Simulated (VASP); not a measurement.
A run of VASP 6.6.1 is set up as follows.

The input INCAR:

```
ALGO = Fast
EDIFF = 1E-4
EDIFFG = -0.08
ENCUT = 520
GGA = PE
IBRION = 2
ISIF = 3
ISMEAR = 0
LASPH = True
LCHARG = False
LREAL = False
LWAVE = False
NELM = 60
NSW = 24
PREC = Normal
SIGMA = 0.15
```

File KPOINTS:

```
k-points
0
Gamma
  4 4 2
```

Contents of POSCAR:

```
In2GeO4
1.0
    3.7954119500      0.0000000000      0.0000000000
    0.0000000000      3.7954119500      0.0000000000
    0.0000000000      0.0000000000      8.5625380300
In Ge O
2 1 4
Direct
    0.5000000000      0.5000000000      0.5847119500
    0.0000000000      0.0000000000      0.2949095900
    0.0000000000      0.0000000000      0.0244376300
    0.5000000000      0.0000000000      0.5314399600
    0.0000000000      0.5000000000      0.5314399600
    0.5000000000      0.0000000000      0.9494074700
    0.0000000000      0.5000000000      0.9494074700
```

Potentials or basis: VASP PAW PBE potentials, release 64 (In_d, Ge_d, O).

Run with:

```sh
$ cat potpaw_PBE.64/In_d/POTCAR potpaw_PBE.64/Ge_d/POTCAR potpaw_PBE.64/O/POTCAR > POTCAR
$ mpirun -np 1 vasp_std > vasp.out
```

Problem. Predict the space group after relaxing (to 0.05 Å).

Solution. P4mm (No. 99).

Problem. Predict the band gap on the k mesh.

Solution. 0.25 eV, indirect (least direct gap 0.85 eV).

Problem. Predict the relaxed volume.

Solution. 14.43 Å³/atom.

Final structure:
```
In Ge O
1.0
     3.77743    0.00000    0.00000
     0.00000    3.77743    0.00000
     0.00000    0.00000    7.07777
In Ge O
2 1 4
Direct
  0.50000 0.50000 0.68477
  0.00000 0.00000 0.37282
  0.00000 0.00000 0.99595
  0.50000 0.00000 0.51093
  0.00000 0.50000 0.51093
  0.50000 0.00000 0.89518
  0.00000 0.50000 0.89518
```

Caveat: the volume moved by over 15 % at a fixed basis, so the end points are rough; spin-orbit coupling is left out, which moves the levels of the heavy elements. A k mesh can miss the band edges.
